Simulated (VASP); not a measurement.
Consider the following.

```xyz
4
Lattice="2.0662 1.1929 6.8078 -2.0662 1.1929 6.8078 0.0000 -2.3858 6.8078" Properties=species:S:1:pos:R:3 pbc="T T T"
Zn     0.0000     0.0000    10.1961
Cd     0.0000     0.0000     0.0379
Se     0.0000     0.0000     2.6638
Se     0.0000     0.0000    12.6313
```

These are PBEsol GGA, VASP's PBE PAW potentials (set 64) (plane waves; VASP 6.6.1) values and carry that method's errors. Run with 400 eV cut-off, 7×7×7 Γ-centred mesh, tetrahedra with Blöchl corrections, potentials Zn Cd Se.

The cores are frozen, which limits the accuracy of field gradients.

Question: Give the principal components of the electric field gradient (V/Å²) and the asymmetry η at each nucleus.

Answer: 
| atom | Vxx | Vyy | Vzz | η |
|---|---|---|---|---|
| Zn1 | 2.8 | 2.8 | -5.5 | 0.00 |
| Cd2 | 2.3 | 2.3 | -4.7 | 0.00 |
| Se3 | 12.3 | 12.3 | -24.6 | 0.00 |
| Se4 | -23.5 | -23.5 | 47.1 | 0.00 |

The structure comes from a computed database's ZnCdSe2 entry (R3m); how it stands against other phases isn't given here. It was relaxed first, which changed the volume by -6 %.
